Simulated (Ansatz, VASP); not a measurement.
**Cross-check of NaYCl2F2 between VASP and Ansatz**

Wanted: the spread between two codes on one cell, functional and k mesh. The cell is invented: As first built, before any earlier steps moved the atoms (in the runner's words): Cl for half of the F in the NaYF4 structure of space group P4/mmm. It may not be a known or stable phase. The two relaxations start from unlike cells of this crystal (the structure described is Ansatz's start), so only their ends are compared.

Calculated with Ansatz 0.2.0; plane waves, with VASP 6.6.1 beside it; relaxation of cell and atoms at PBE.

## (1) The structure

Symmetry: Pmmm, No. 47, orthorhombic system. The conventional cell has a = 4.047 Å, b = 4.047 Å, c = 5.808 Å, α = 90.00°, β = 90.00°, γ = 90.00°. Nearest to Na lie 4 F at 2.55 Å and 4 Cl at 2.55 Å. Nearest to Y lie 4 F at 2.44 Å and 4 Cl at 2.44 Å. F has 2 Y at 2.44 Å and 2 Na at 2.55 Å nearest. Nearest to Cl lie 2 Y at 2.44 Å and 2 Na at 2.55 Å. It derives from NaYF4. As first built, before any earlier steps moved the atoms (in the runner's words): Cl for half of the F in the NaYF4 structure of space group P4/mmm. Farther neighbours and most contacts between anions are not listed.

Coordinates:

```cif
data_structure
_symmetry_space_group_name_H-M 'Pmmm'
_symmetry_Int_Tables_number 47
_cell_length_a 4.0468
_cell_length_b 4.0468
_cell_length_c 5.8081
_cell_angle_alpha 90.000
_cell_angle_beta 90.000
_cell_angle_gamma 90.000
_cell_volume 95.12
loop_
_atom_site_label
_atom_site_type_symbol
_atom_site_symmetry_multiplicity
_atom_site_Wyckoff_symbol
_atom_site_fract_x
_atom_site_fract_y
_atom_site_fract_z
_atom_site_occupancy
Na1 Na 1 a 0.00000 0.00000 0.00000 1
Y1 Y 1 h 0.50000 0.50000 0.50000 1
F1 F 2 s 0.50000 0.00000 0.73387 1
Cl1 Cl 2 r 0.00000 0.50000 0.26613 1
```

## (2) Ansatz: relaxation of cell and atoms, PBE

Ansatz runs on its default PAW (the set named soft_2) files.

The relaxed volume is the usual yardstick between codes: in a stiff, nearly cubic crystal its relative difference is about their pressure difference at one cell divided by the bulk modulus.

The input, input.yaml:

```yaml
crystal:
  lattice:
    - [4.0468455271, 0.0, 0.0]
    - [0.0, 4.0468455271, 0.0]
    - [0.0, 0.0, 5.808126574]
  atoms:
    - { symbol: Na, position: [0.0, 0.0, 0.0] }
    - { symbol: "Y", position: [0.5, 0.5, 0.5] }
    - { symbol: F, position: [0.5, 0.0, 0.73387451] }
    - { symbol: Cl, position: [0.0, 0.5, 0.26612549] }
    - { symbol: F, position: [0.5, 0.0, 0.26612549] }
    - { symbol: Cl, position: [0.0, 0.5, 0.73387451] }
kpoints:
  mp_grid: { grid: [6, 6, 4] }
scf:
  occupations: { method: gaussian, width: 0.03 }
hamiltonian:
  xc: pbe
output:
  forces: true
  stress: true
relax:
  f_tol: 0.02
  max_steps: 60
  cell: {}
```

Command:

```
$ ansatz run input.yaml --threads 2 --pin off --max-ram 4096MiB --backend cpu --events-out ev --progress --plain --runs-dir out
```

Numbers of over 12 decimals in the logs are rounded to 6 here.

Output:

```text
Engine: ansatz 0.2.0, aarch64-unknown-linux-gnu
Pseudopotentials: kind: paw
Pseudopotential: Na, paw, valence charge 9, recommended cutoff 420 eV (normal), Na.paw.azcp
Pseudopotential: Y, paw, valence charge 11, recommended cutoff 420 eV (normal), Y.paw.azcp
Pseudopotential: F, paw, valence charge 7, recommended cutoff 420 eV (normal), F.paw.azcp
Pseudopotential: Cl, paw, valence charge 7, recommended cutoff 420 eV (normal), Cl.paw.azcp
Functional definition: PBE
  parameter kappa = 0.804
  parameter beta = 0.066725
  exchange = pbe_x(kappa = kappa, mu = beta*pi^2/3)
  correlation = pbe_c(beta = beta)
Crystal: 6 atoms, lattice volume = 95.119 Å³
Basis set: ecut = 420 eV, 1875 PW (Γ), exchange–correlation on 60×60×80 points (8 copies of the dense FFT grid, shifted against one another)
Bands: 30, of which v1, the nominal top of the filled ones, is band 24 counted from 1 (23 counted from 0)
Symmetry: 8 space group operations
Space group: Pmmm (ITA 47), of the structure as read, at distance tolerance 4.6e-5 Å
k-points: 48 of 144
Non-local potential: Na, projectors of the file, l = 0: 3, l = 1: 2, l = 2: 1
Non-local potential: Y, projectors of the file, l = 0: 3, l = 1: 2, l = 2: 2, l = 3: 1
Non-local potential: F, projectors of the file, l = 0: 2, l = 1: 2, l = 2: 1
Non-local potential: Cl, projectors of the file, l = 0: 2, l = 1: 2, l = 2: 2
PAW form: soft (Blöchl's): semilocal exchange-correlation on the pseudo side does not see the compensation charge
PAW one-centre angular grid: Na, 110 points (default); XC on 64 Gauss nodes
PAW one-centre angular grid: Y, 590 points (default); XC on 64 Gauss nodes
PAW one-centre angular grid: F, 110 points (default); XC on 64 Gauss nodes
PAW one-centre angular grid: Cl, 110 points (default); XC on 64 Gauss nodes
Initial density: superposition of atomic densities (neutral atoms: chi_scale 0, normalization atom), corrected by the library's trained network
Initial wavefunctions: pseudopotential atomic-orbital guess
Functional: x = pbe(κ = 0.804, μ = 0.219515), c = pbe(β = 0.066725)
SCF iter   1: F=—  HF=-9119.925006 eV  |F-HF|=—  |Δ(HF+E_count)|=         —  Δρ=1.71e-3  dr2=2.00e-3  ethr=1.77e-3  ⟨swp⟩=6.6  Hψ=6771  notcnv=0  defer=2
preconditioner: auto → Resta (q_TF=auto, 2.434 Å⁻¹)  ε∞=3.2  [insulator: Δε(μ)=3.969 eV  Ē_g=17.008 eV  σ=0.030 eV  W_gap=1.00  n_scr=20 (ndim 8)  ℏωp=25.3 eV  f_vac=0.082  D(μ)=0.00/eV (n_scr^D=0)  ε∞_Penn≈3.2]
SCF iter   2: F=—  HF=-9119.923486 eV  |F-HF|=—  |Δ(HF+E_count)|=   1.52e-3  Δρ=9.17e-4  dr2=4.33e-4  ethr=4.17e-6  ⟨swp⟩=2.0  Hψ=3085  notcnv=0  defer=42
SCF iter   3: F=—  HF=-9119.923979 eV  |F-HF|=—  |Δ(HF+E_count)|=   4.93e-4  Δρ=4.05e-4  dr2=1.29e-4  ethr=9.03e-7  ⟨swp⟩=2.0  Hψ=2021  notcnv=0  defer=42
SCF iter   4: F=—  HF=-9119.924288 eV  |F-HF|=—  |Δ(HF+E_count)|=   3.09e-4  Δρ=1.10e-4  dr2=1.14e-5  ethr=2.70e-7  ⟨swp⟩=2.0  Hψ=2160  notcnv=0  defer=42
SCF iter   5: F=—  HF=-9119.924209 eV  |F-HF|=—  |Δ(HF+E_count)|=   7.88e-5  Δρ=3.51e-5  dr2=1.48e-6  ethr=2.37e-8  ⟨swp⟩=2.0  Hψ=2417  notcnv=0  defer=42
SCF iter   6: F=-9119.924212 eV  HF=-9119.924212 eV  |F-HF|=1.82e-8  |Δ(HF+E_count)|=   2.99e-6  Δρ=9.34e-6  dr2=6.09e-8  ethr=2.08e-10  ⟨swp⟩=3.1  Hψ=6245  notcnv=0
SCF 1 converged in 6 iterations: F = -9119.924212 eV  dr2 = 6.09e-8
  greatest PAW one-centre occupation: 0.999 electrons in one spin orbital (limit 2), on the Na atom at site 0 (counted from 0), in its partial waves of l = 0
relax step   1: F+E_penalty+E_count = -9119.92421189 eV  Δ(F+E_penalty+E_count) = +0.000e0 eV  max|allowed force component| = 3.100e0 eV/Å  Δτ_max = 0.0000 Å  P = +19.279 GPa  Ω = 95.119 Å³  (6 SCF iters, dr2 threshold 1.00e-7 eV, accepted)
[...]
relax step  14: F+E_penalty+E_count = -9122.22153424 eV  Δ(F+E_penalty+E_count) = -1.147e-4 eV  max|allowed force component| = 6.551e-3 eV/Å  Δτ_max = 0.0029 Å  P = +0.020 GPa  Ω = 126.624 Å³  energy of the carried Pulay correction = -9.190e-4 eV  (5 SCF iters, dr2 threshold 1.94e-7 eV, accepted)
[...]
relax step  15: F+E_penalty+E_count = -9122.22245258 eV  Δ(F+E_penalty+E_count) = -9.183e-4 eV  max|allowed force component| = 6.506e-3 eV/Å  Δτ_max = 0.0000 Å  P = +0.025 GPa  Ω = 126.624 Å³  stress off target by 5.11e-2 GPa  SCF on the basis re-selected at this cell (its energy is not comparable with the rows above)  (6 SCF iters)
[...]
relax step  16: F+E_penalty+E_count = -9122.22230908 eV  Δ(F+E_penalty+E_count) = +1.435e-4 eV  max|allowed force component| = 2.481e-3 eV/Å  Δτ_max = 0.0015 Å  P = +0.015 GPa  Ω = 126.772 Å³  energy of the carried Pulay correction = -1.856e-4 eV  (6 SCF iters, dr2 threshold 6.52e-9 eV, accepted)
[...]
relax step  17: F+E_penalty+E_count = -9122.22247772 eV  Δ(F+E_penalty+E_count) = -1.686e-4 eV  max|allowed force component| = 2.500e-3 eV/Å  Δτ_max = 0.0000 Å  P = +0.016 GPa  Ω = 126.772 Å³  stress off target by 1.99e-2 GPa  SCF on the basis re-selected at this cell (its energy is not comparable with the rows above)  (5 SCF iters)
basis re-selected at this cell: Δ(F+E_penalty+E_count) = -1.686e-4 eV, ΔP = +0.001 GPa vs the last step (what re-selecting the basis moved, of the pressure what is left beyond the Pulay correction that the steps carried, after the strain that the cell walked since its last selection, with what the two solves' SCF thresholds leave and, on support functions, any second-order correction that the steps lacked; it is no m [...]
SCF converged after 5 iterations
Free energy (F): -9122.222478 eV
Harris-Foulkes:  -9122.222478 eV  (|F-HF|=9.09e-11)
Internal energy: -9122.222478 eV  (E = F + TS)
E sigma→0 (E₀):  -9122.222478 eV
Fermi energy:    4.768369 eV
--- Per-component energies (eV) ---
  E_band       = -497.244683
  E_kinetic    = 1161.297035
  E_local      = -4128.734244  (includes V_loc(G=0)·N_el)
  E_nonlocal   = 367.808508
  E_hartree    = 1510.734423
  E_xc         = -588.495259
  E_vxc        = -700.694996  (∫ρ·V_xc dr)
  E_paw        = -4807.812921  (= ΣΔE_a)
  E_vpaw       = -218.394154  (= ΣTr[D̂ρ^β])
  E_aug_tail   = 0.004315  (compensation charges beyond the density's cutoff)
  E_ewald      = -2637.024334
  E_smearing   = -0.000000  (= −TS)
  E_closure    = -0.000000  (closes the sum)
  Σ components = -9122.222478   (vs F -9122.222478, Δ=0.00e0)
--- Forces (eV/Å), atoms counted from 1 ---
  atom   1  Na    -0.00000000     0.00000000     0.00000000
  atom   2  Y     -0.00000000     0.00000000     0.00000000
  atom   3  F      0.00000000     0.00000000     0.00250012
  atom   4  Cl     0.00000000     0.00000000    -0.00114900
  atom   5  F      0.00000000     0.00000000    -0.00250012
  atom   6  Cl     0.00000000     0.00000000     0.00114900
  max |Σ_I F_I| component: 5.13e-29 eV/Å
--- Stress (GPa, compression-positive) ---
        0.016320       0.000000       0.000000
        0.000000       0.011111       0.000000
        0.000000       0.000000       0.019908
  P = ⅓ Tr σ = 0.0158 GPa (0.158 kbar)
--- Relaxed structure (13 steps of the walk, 12 accepted, 4 SCFs on fresh bases) ---
  F+E_penalty+E_count = -9122.22247772 eV   max|allowed force component| = 2.500e-3 eV/Å   (the final SCF, on the basis selected at the relaxed cell)
  cell:  # Å, volume = 126.7719 Å³
    - [4.793739, 0.0, 0.0]
    - [0.0, 3.781024, 0.0]
    - [0.0, 0.0, 6.994216]
  atoms:
    - { symbol: Na, position: [0, 0, -4.480076631961516e-19] }
    - { symbol: Y, position: [0.500000, 0.500000, 0.500000] }
    - { symbol: F, position: [0.500000, 0, 0.678617] }
    - { symbol: Cl, position: [0, 0.500000, 0.271119] }
    - { symbol: F, position: [0.500000, 0, 0.321383] }
    - { symbol: Cl, position: [0, 0.500000, 0.728881] }
```

In the SCF lines HF is the Harris–Foulkes energy and dr2 the Hartree energy of the density residual, in eV; the loop may stop once dr2 is under the threshold and the program's other checks hold. Hψ counts applications of the Hamiltonian.

(Part 1 of 2 ends here.)

[Lines on the potential files, build, host, timing and source positions are cut from VASP's logs without a mark.]

[Logs are printed without paths, hosts, clocks, repeated set-up lines and the standing remarks that a program may print on its own settings, such as how far it seeks lower states.]

[Hosts, paths, dates, database ids (printed as entryN), source tags and the programs' standing remarks are cut or masked in the printed files.]
